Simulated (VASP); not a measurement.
# Ti2SiTe2 (P-3m1) in VASP: notebook

One crystal, Ti2SiTe2, is run at these levels: PBE, r2SCAN; tasks: relaxation of cell and atoms, single point.

Program: VASP 6.6.1. These are calculated values, not measurements. Logs are shortened: lines on timing, memory, paths and dates and some standing lists are left out, and cuts for length are marked.

### 1 Starting point

It takes space group P-3m1 (No. 164, trigonal). The conventional cell has a = 3.632 Å, b = 3.632 Å, c = 10.006 Å, α = 90.00°, β = 90.00°, γ = 120.00°. Ti (site symmetry 3m) has 3 Si at 2.54 Å and 3 Te at 2.79 Å as nearest neighbours. Si (site symmetry -3m) is surrounded by 6 Ti at 2.54 Å. Te (site symmetry 3m) has 3 Ti at 2.79 Å as nearest neighbours.

The cell was built by a generator and needn't be a form met in nature.

### 2 Relaxation of cell and atoms, PBE

The input, INCAR:

```
PREC = Accurate
ENCUT = 520
EDIFF = 1E-6
ISMEAR = 0
SIGMA = 0.1
LREAL = False
LASPH = True
NELM = 120
ALGO = Normal
ISIF = 3
LWAVE = False
LCHARG = False
GGA = PE
IBRION = 2
NSW = 90
EDIFFG = -0.01
KPAR = 4
```

The input, KPOINTS:

```
Automatic mesh
0
Gamma
  10 10 4
```

The input, POSCAR:

```
Ti2SiTe2
1.0
    3.6318249500      0.0000000000      0.0000000000
   -1.8159124800      3.1452526700      0.0000000000
    0.0000000000      0.0000000000     10.0060000000
Ti Si Te
2 1 2
Direct
    0.3333333300      0.6666666700      0.1440135900
    0.6666666700      0.3333333300      0.8559864100
    0.0000000000      0.0000000000      0.0000000000
    0.6666666700      0.3333333300      0.3281031400
    0.3333333300      0.6666666700      0.6718968600
```

Potentials or basis: VASP PAW PBE potentials, release 64 (Ti_sv, Si, Te).

Command:

```
> cat potpaw_PBE.64/Ti_sv/POTCAR potpaw_PBE.64/Si/POTCAR potpaw_PBE.64/Te/POTCAR > POTCAR
> mpirun -np 4 vasp_std > vasp.out
```

OUTCAR:

```text
PREC = Accurate
   ENCUT = 520
   EDIFF = 1E-6
   ISMEAR = 0
   LREAL = False
   LASPH = True
   NELM = 120
   ISIF = 3
   GGA = PE
   IBRION = 2
   NSW = 90
   EDIFFG = -0.01

 ion  position               nearest neighbor table
   1  0.333  0.667  0.144-   3 2.54   3 2.54   3 2.54   4 2.79   4 2.79   4 2.79
   2  0.667  0.333  0.856-   3 2.54   3 2.54   3 2.54   5 2.79   5 2.79   5 2.79
   3  0.000  0.000  0.000-   1 2.54   2 2.54   2 2.54   1 2.54   2 2.54   1 2.54
   4  0.667  0.333  0.328-   1 2.79   1 2.79   1 2.79
   5  0.333  0.667  0.672-   2 2.79   2 2.79   2 2.79

  LATTYP: Found a hexagonal cell.
 ALAT       =     3.6318249500
 C/A-ratio  =     2.7550887330

  Lattice vectors:

 A1 = (   3.6318249500,   0.0000000000,   0.0000000000)
 A2 = (  -1.8159124800,   3.1452526700,   0.0000000000)
 A3 = (   0.0000000000,   0.0000000000,  10.0060000000)

Analysis of symmetry for initial positions (statically):
=====================================================================
 Subroutine PRICEL returns:
 Original cell was already a primitive cell.

 Routine SETGRP: Setting up the symmetry group for a
 hexagonal supercell.

 Subroutine GETGRP returns: Found 12 space group operations
 (whereof 12 operations were pure point group operations)
 out of a pool of 24 trial point group operations.

The static configuration has the point symmetry D_3d.

Analysis of symmetry for dynamics (positions and initial velocities):
=====================================================================
 Subroutine PRICEL returns:
 Original cell was already a primitive cell.

 Routine SETGRP: Setting up the symmetry group for a
 hexagonal supercell.

 Subroutine GETGRP returns: Found 12 space group operations
 (whereof 12 operations were pure point group operations)
 out of a pool of 24 trial point group operations.

The dynamic configuration has the point symmetry D_3d.

 Subroutine INISYM returns: Found 12 space group operations
 (whereof 12 operations are pure point group operations),
 and found     1 'primitive' translations

----------------------------------------------------------------------------------------

                                     Primitive cell

  volume of cell :     114.2986

  direct lattice vectors                    reciprocal lattice vectors
     3.631824950  0.000000000  0.000000000     0.275343667  0.158969741  0.000000000
    -1.815912480  3.145252670  0.000000000     0.000000000  0.317939481  0.000000000
     0.000000000  0.000000000 10.006000000     0.000000000  0.000000000  0.099940036

  length of vectors
     3.631824950  3.631824954 10.006000000     0.317939481  0.317939481  0.099940036

  position of ions in fractional coordinates (direct lattice)
     0.333333330  0.666666670  0.144013590
     0.666666670  0.333333330  0.855986410
     0.000000000  0.000000000  0.000000000
     0.666666670  0.333333330  0.328103140
     0.333333330  0.666666670  0.671896860

  ion indices of the primitive-cell ions
   primitive index   ion index
                 1           1
                 2           2
                 3           3
                 4           4
                 5           5

----------------------------------------------------------------------------------------

 KPOINTS: Automatic mesh

Automatic generation of k-mesh.
 Grid dimensions read from file:
 generate k-points for:   10   10    4

 Generating k-lattice:

  Cartesian coordinates                     Fractional coordinates (reciprocal lattice)
     0.027534367  0.015896974  0.000000000     0.100000000  0.000000000  0.000000000
     0.000000000  0.031793948  0.000000000     0.000000000  0.100000000  0.000000000
     0.000000000  0.000000000  0.024985009     0.000000000  0.000000000  0.250000000

  Length of vectors
     0.031793948  0.031793948  0.024985009

  Shift w.r.t. Gamma in fractional coordinates (k-lattice)
     0.000000000  0.000000000  0.000000000

 Subroutine IBZKPT returns following result:
 ===========================================

 Found     50 irreducible k-points:

 Following reciprocal coordinates:
            Coordinates               Weight
  0.000000  0.000000  0.000000      1.000000
  0.100000  0.000000  0.000000      6.000000
  0.200000  0.000000  0.000000      6.000000
  0.300000  0.000000  0.000000      6.000000
  0.400000  0.000000  0.000000      6.000000
  0.500000  0.000000  0.000000      3.000000
[... 16 lines left out ...]
  0.000000  0.400000  0.250000      6.000000
  0.500000  0.000000  0.250000      6.000000
 [... further k-points ...]
   k-points           NKPTS =     50   k-points in BZ     NKDIM =     50   number of bands    NBANDS=     24
   number of dos      NEDOS =    301   number of ions     NIONS =      5
   total plane-waves  NPLWV =  62720
   dimension x,y,z NGX =    28 NGY =   28 NGZ =   80
   dimension x,y,z NGXF=    56 NGYF=   56 NGZF=  160
   ions per type =               2   1   2
   NGX,Y,Z   is equivalent  to a cutoff of  12.82, 12.82, 13.29 a.u.
   NGXF,Y,Z  is equivalent  to a cutoff of  25.63, 25.63, 26.58 a.u.
 SYSTEM =  unknown system
   PREC   = accura    normal or accurate (medium, high low for compatibility)
   ISTART =      0    job   : 0-new  1-cont  2-samecut
   ICHARG =      2    charge: 1-file 2-atom 10-const
   ISPIN  =      1    spin polarized calculation?
   LNONCOLLINEAR =      F non collinear calculations
   LSORBIT =      F    spin-orbit coupling
   LASPH  =      T    aspherical Exc in radial PAW
   ENCUT  =  520.0 eV  38.22 Ry    6.18 a.u.   6.75  6.75 18.60*2*pi/ulx,y,z
   NELM   =    120;   NELMIN=  2; NELMDL= -5     # of ELM steps
   EDIFF  = 0.1E-05   stopping-criterion for ELM
   LREAL  =      F    real-space projection
   EDIFFG = -.1E-01   stopping-criterion for IOM
   NSW    =     90    number of steps for IOM
   IBRION =      2    ionic relax: 0-MD 1-quasi-New 2-CG
   NFREE  =      1    steps in history (QN), initial steepest desc. (CG)
   ISIF   =      3    stress and relaxation
   ISYM   =      2    0-nonsym 1-usesym 2-fastsym
   POTIM  = 0.5000    time-step for ionic-motion
   TEBEG  =    0.0;   TEEND  =   0.0 temperature during run
   PSTRESS=    0.0 pullay stress
   NELECT =      40.0000    total number of electrons
   NUPDOWN=      -1.0000    fix difference up-down
   EMIN   =  10.00;   EMAX   =-10.00  energy-range for DOS
   EFERMI =   0.00;   METHOD = LEGACY
   ISMEAR =     0;   SIGMA  =   0.10  broadening in eV -4-tet -1-fermi 0-gaus
   EFERMI_NEDOS =   21; number of points for ismear=-14 and -15
   IALGO  =     38    algorithm
   IMIX   =      4    mixing-type and parameters
     AMIX     =   0.40;   BMIX     =  1.00
     AMIX_MAG =   1.60;   BMIX_MAG =  1.00
  volume/ion in A,a.u.               =      22.86       154.27
  Fermi-wavevector in a.u.,A,eV,Ry     =   1.153669  2.180118 18.108700  1.330952
  Thomas-Fermi vector in A             =   2.290311
   LORBIT       =      0    0 simple, 1 ext, 2 COOP (PROOUT), +10 PAW based schemes
   GGA     = PE    functional components
   LHFCALC =     F    Hartree Fock is set to
   AEXX    =    0.0000 exact exchange contribution
   IVDW    =     0    specifies the selected vdW correction
   LEPSILON=     F    determine dielectric tensor
   LRPA    =     F    only Hartree local field effects (RPA)
 conjugate gradient relaxation of ions
 non-spin polarized calculation
 Gauss-broadening in eV      SIGMA  =   0.10
  energy-cutoff  :      520.00
  volume of cell :      114.30
 maximum number of plane-waves:      3122
 NGX is ok and might be reduce to    28
   NGX = 13   NGY = 13   NGZ = 37

--------------------------------------- Ionic step        1  -------------------------------------------

 number of electron      40.0000001 magnetization

 Free energy of the ion-electron system (eV)
  ---------------------------------------------------
  ext. energy  EPLUGINS =         0.00000000
  ---------------------------------------------------
  free energy    TOTEN  =       -30.36443405 eV

  energy without entropy =      -30.35175965  energy(sigma->0) =      -30.35809685

------------------------ aborting loop because EDIFF is reached ----------------------------------------

  FORCE on cell =-STRESS in cart. coord.  units (eV):
  Direction    XX          YY          ZZ          XY          YZ          ZX
  --------------------------------------------------------------------------------------
  -------------------------------------------------------------------------------------
  Total        0.3346915      0.3346915     -0.2493038     -0.0000000      0.0000000      0.0000000
  in kB        4.6915281      4.6915281     -3.4946080     -0.0000000      0.0000000      0.0000000
  external PRESSURE =       1.9628161 kB  Pullay stress =       0.0000000 kB
[... 98 lines left out ...]
  FREE ENERGIE OF THE ION-ELECTRON SYSTEM (eV)
  ---------------------------------------------------
  free  energy   TOTEN  =       -30.3809353436 eV

  energy  without entropy=      -30.3707185714  energy(sigma->0) =      -30.37582696

 E-fermi :   6.6951     XC(G=0): -10.0340

 val. band max:        6.6851588306   @ k =   0.1000   0.0000   0.5000
 cond. band min:       6.7055627335   @ k =   0.0000   0.1000   0.2500
 fundamental gap:      0.0204039028
 Fermi energy:         6.6950535101

 k-point     1 :       0.0000    0.0000    0.0000
  band No.  band energies     occupation
      1     -50.3160      2.00000
      2     -50.3115      2.00000
      3     -26.5868      2.00000
      4     -26.5692      2.00000
      5     -26.5692      2.00000
      6     -26.5623      2.00000
[... 637 lines left out ...]
     23       8.3135      0.00000
     24       8.3405      0.00000

 [... further k-points ...]

[... ionic steps 4 to 12 ...]

--------------------------------------- Ionic step       13  -------------------------------------------

 number of electron      39.9999999 magnetization

------------------------ aborting loop because EDIFF is reached ----------------------------------------
[... 73 lines left out ...]
--------------------------------------- Ionic step       15  -------------------------------------------

 number of electron      40.0000000 magnetization

 Free energy of the ion-electron system (eV)
  ---------------------------------------------------
  ext. energy  EPLUGINS =         0.00000000
  ---------------------------------------------------
  free energy    TOTEN  =       -30.38825217 eV

  energy without entropy =      -30.37876183  energy(sigma->0) =      -30.38350700

 E-fermi :   6.5833     XC(G=0):  -9.9608

 val. band max:        6.5798949459   @ k =   0.1000   0.0000   0.5000
 cond. band min:       6.5874102653   @ k =   0.0000   0.1000   0.2500
 fundamental gap:      0.0075153193
 Fermi energy:         6.5832891993

 k-point     1 :       0.0000    0.0000    0.0000
  band No.  band energies     occupation
      1     -50.4332      2.00000
      2     -50.4287      2.00000
      3     -26.7060      2.00000
      4     -26.6850      2.00000
      5     -26.6850      2.00000
      6     -26.6783      2.00000
[... 637 lines left out ...]
     23       8.2120      0.00000
     24       8.2359      0.00000

 [... further k-points ...]

------------------------ aborting loop because EDIFF is reached ----------------------------------------

  FORCE on cell =-STRESS in cart. coord.  units (eV):
  Direction    XX          YY          ZZ          XY          YZ          ZX
  --------------------------------------------------------------------------------------
  -------------------------------------------------------------------------------------
  Total        0.0080008      0.0080008     -0.0099639     -0.0000000      0.0000000      0.0000000
  in kB        0.1086427      0.1086427     -0.1352993     -0.0000000      0.0000000      0.0000000
  external PRESSURE =       0.0273287 kB  Pullay stress =       0.0000000 kB
[... 20 lines left out ...]
  FREE ENERGIE OF THE ION-ELECTRON SYSTEM (eV)
  ---------------------------------------------------
  free  energy   TOTEN  =       -30.3882521740 eV

  energy  without entropy=      -30.3787618337  energy(sigma->0) =      -30.38350700

 reached required accuracy - stopping structural energy minimisation
```

It took 5.4 min on 4 MPI ranks of Intel Xeon Platinum 8559C (Emerald Rapids), shared host; peak memory 0.35 GiB.

What came out:

| Quantity | Value |
| --- | --- |
| Free energy | -30.3883 eV |
| Relaxed volume | 23.60 Å³/atom |
| Relaxed cell | a = 3.659 Å, b = 3.659 Å, c = 10.176 Å, α = 90.00°, β = 90.00°, γ = 120.00° |
| Space group after relaxing (to 0.05 Å) | P-3m1 (No. 164) |
| Energy gained by relaxing | 4.8 meV/atom |
| Ionic steps | 15 |
| Pressure after relaxing | 0.0 GPa |
| Largest force after relaxing | 0.007 eV/Å |
| Band gap on the k mesh | none (metal or under the smearing width) |

Forces on the atoms (eV/Å):
```
Ti   0.000  0.000 -0.007
Ti   0.000  0.000  0.007
Si   0.000  0.000  0.000
Te   0.000  0.000 -0.002
Te   0.000  0.000  0.002
```

Step by step:
| step | energy change (eV) | largest force (eV/Å) | pressure (GPa) | volume (Å³) |
| --- | --- | --- | --- | --- |
| 1 | 0.0000 | 0.3604 | 0.20 | 114.30 |
| 2 | -0.0153 | 0.1014 | 0.31 | 114.76 |
| 3 | -0.0165 | 0.0552 | 0.37 | 114.92 |
| 4 | -0.0175 | 0.0883 | -0.20 | 115.91 |
| 5 | -0.0176 | 0.0776 | -0.11 | 115.73 |
| 6 | -0.0185 | 0.0658 | -0.07 | 115.88 |
| 7 | -0.0200 | 0.0298 | -0.01 | 116.36 |
| 8 | -0.0202 | 0.0141 | 0.00 | 116.57 |
| 9 | -0.0212 | 0.0159 | 0.01 | 116.76 |
| 10 | -0.0231 | 0.0332 | 0.04 | 117.32 |
| 11 | -0.0224 | 0.0957 | 0.13 | 118.42 |
| 12 | -0.0235 | 0.0612 | 0.05 | 117.79 |
| 13 | -0.0235 | 0.0546 | 0.05 | 117.68 |
| 14 | -0.0238 | 0.0298 | -0.01 | 118.11 |
| 15 | -0.0238 | 0.0072 | 0.00 | 117.99 |

Final structure:
```xyz
5
Lattice="3.6590 0.0000 0.0000 -1.8295 3.1688 0.0000 0.0000 0.0000 10.1764" Properties=species:S:1:pos:R:3 pbc="T T T"
Ti    0.0000    2.1125    1.4519
Ti    1.8295    1.0563    8.7244
Si    0.0000    0.0000    0.0000
Te    1.8295    1.0563    3.2434
Te    0.0000    2.1125    6.9330
```

Caveat: this functional lacks dispersion, which binds the layers, so the pressure and a relaxed spacing across them are unreliable.

### 3 Relaxation of cell and atoms, PBE

This run uses another cell than the first one, of 23.60 Å³/atom, 1.032 times its volume.

INCAR, as its differences from that of step 2:

```diff
@@ -2,3 +2,3 @@
 ENCUT = 520
-EDIFF = 1E-6
+EDIFF = 1E-7
 ISMEAR = 0
@@ -14,4 +14,5 @@
 IBRION = 2
-NSW = 90
-EDIFFG = -0.01
+NSW = 60
+EDIFFG = -0.005
+POTIM = 0.3
 KPAR = 4
```

KPOINTS is that of step 2.

The input, POSCAR:

```
Ti2SiTe2                                
1.0
    3.6589869753     -0.0000000000     -0.0000000000
   -1.8294934927      3.1687756740      0.0000000000
   -0.0000000000     -0.0000000000     10.1763784526
  Ti              Si              Te            
     2     1     2
Direct
     0.3333333300000021    0.6666666699999979    0.1426768712868607
     0.6666666699999979    0.3333333300000021    0.8573231287131393
     0.0000000000000000    0.0000000000000000    0.0000000000000000
     0.6666666699999979    0.3333333300000021    0.3187210928683302
     0.3333333300000021    0.6666666699999979    0.6812789071316696
```

Potentials or basis: VASP PAW PBE potentials, release 64 (Ti_sv, Si, Te).

Command:

```
> cat potpaw_PBE.64/Ti_sv/POTCAR potpaw_PBE.64/Si/POTCAR potpaw_PBE.64/Te/POTCAR > POTCAR
> mpirun -np 4 vasp_std > vasp.out
```

Wall time 58 s (4 MPI ranks of Intel Xeon Platinum 8559C (Emerald Rapids), shared host); peak memory 0.33 GiB.

It converged, with:

```yaml
Free_energy: -30.3889 eV
Energy_gained_by_relaxing: 0.0 meV/atom
Ionic_steps: 2
Pressure_after_relaxing: 0.0 GPa
Largest_force_after_relaxing: 0.005 eV/Å
Band_gap_on_the_k_mesh: none (metal or under the smearing width)
```

Forces in eV/Å, atoms in the order of the input:
```
Ti   0.000  0.000 -0.005
Ti   0.000  0.000  0.005
Si   0.000  0.000  0.000
Te   0.000  0.000 -0.003
Te   0.000  0.000  0.003
```

Final structure:
```
CELL_PARAMETERS angstrom
3.65914 0.00000 0.00000
-1.82957 3.16890 0.00000
0.00000 0.00000 10.17591
ATOMIC_POSITIONS crystal
Ti 0.33333 0.66667 0.14266
Ti 0.66667 0.33333 0.85734
Si 0.00000 0.00000 0.00000
Te 0.66667 0.33333 0.31872
Te 0.33333 0.66667 0.68128
```

Levels at points of the mesh, in eV from the Fermi level:
| k point | band 18 | band 19 | band 20 | band 21 | band 22 | band 23 |
| --- | --- | --- | --- | --- | --- | --- |
| (0.00, 0.00, 0.00) | 0.27 | 0.28 | 0.38 | 0.38 | 1.19 | 1.19 |
| (0.50, 0.00, 0.00) | -1.17 | -0.96 | -0.65 | -0.16 | 1.30 | 1.63 |
| (0.00, 0.00, 0.50) | -0.55 | 0.38 | 0.38 | 0.74 | 1.18 | 1.18 |
| (0.50, 0.00, 0.50) | -1.39 | -1.07 | -0.54 | -0.04 | 1.29 | 1.63 |

Caveat: this functional lacks dispersion, which binds the layers, so the pressure and a relaxed spacing across them are unreliable. The run has no spin-orbit coupling, so splittings on Te are missing.

### 4 Single point, r2SCAN

This run uses another cell than the first one, of 23.60 Å³/atom, 1.032 times its volume.

The input, INCAR:

```
PREC     = Accurate       # precision mode
ENCUT    = 520            # plane-wave cutoff, eV
EDIFF    = 1E-6           # SCF threshold, eV
ISMEAR   = 0              # smearing method
SIGMA    = 0.1            # smearing width, eV
LREAL    = False          # projectors in reciprocal space
LASPH    = True           # aspherical terms in the spheres
NELM     = 150            # most SCF steps
ALGO     = Normal         # electronic algorithm
ISIF     = 2              # what is computed and relaxed
LWAVE    = False          # write WAVECAR
LCHARG   = False          # write CHGCAR
METAGGA  = R2SCAN         # meta-GGA
LMIXTAU  = True         
KPAR     = 4
```

KPOINTS is that of step 3.

The input, POSCAR:

```
Ti2SiTe2                                
1.0
    3.6591357495     -0.0000000000     -0.0000000000
   -1.8295678798      3.1689045162     -0.0000000000
    0.0000000000      0.0000000000     10.1759138964
  Ti              Si              Te            
     2     1     2
Direct
     0.3333333300000021    0.6666666699999979    0.1426559737750039
     0.6666666699999979    0.3333333300000021    0.8573440262249961
     1.0000000000000000    0.0000000000000000    0.0000000000000000
     0.6666666699999979    0.3333333300000021    0.3187166816348209
     0.3333333300000021    0.6666666699999979    0.6812833183651791
```

Command:

```
> cat potpaw_PBE.64/Ti_sv/POTCAR potpaw_PBE.64/Si/POTCAR potpaw_PBE.64/Te/POTCAR > POTCAR
> mpirun -np 4 vasp_std > vasp.out
```

It took 2.7 min on 4 MPI ranks of Intel Xeon Platinum 8559C (Emerald Rapids), shared host; peak memory 0.35 GiB.

The run converged. Its results:

```yaml
Free_energy: -88.9241 eV
Pressure: -0.1 GPa
Largest_force: 0.135 eV/Å
Band_gap_on_the_k_mesh: none (metal or under the smearing width)
```

Forces on the atoms (eV/Å):
```
Ti   0.000  0.000  0.130
Ti   0.000  0.000 -0.130
Si   0.000  0.000  0.000
Te   0.000  0.000 -0.135
Te   0.000  0.000  0.135
```

Stress tensor (GPa, compression positive):
```
 0.30  0.00  0.00
 0.00  0.30  0.00
 0.00  0.00 -0.83
```

Levels at points of the mesh, in eV from the Fermi level:
```
           k point  band 16  band 17  band 18  band 19  band 20  band 21  band 22  band 23  band 24
(0.00, 0.00, 0.00)    -0.70    -0.70     0.24     0.40     0.46     0.46     1.33     1.33     2.04
(0.50, 0.00, 0.00)    -2.25    -1.80    -1.33    -1.13    -0.60    -0.29     1.46     1.76     1.80
(0.00, 0.00, 0.50)    -1.10    -0.68    -0.68     0.46     0.46     0.87     1.32     1.32     1.96
(0.50, 0.00, 0.50)    -2.04    -1.76    -1.54    -1.24    -0.49    -0.17     1.45     1.72     1.80
```

Caveat: the PAW data sets were made with another functional, which shifts forces and pressure a little. The run has no spin-orbit coupling, so splittings on Te are missing.
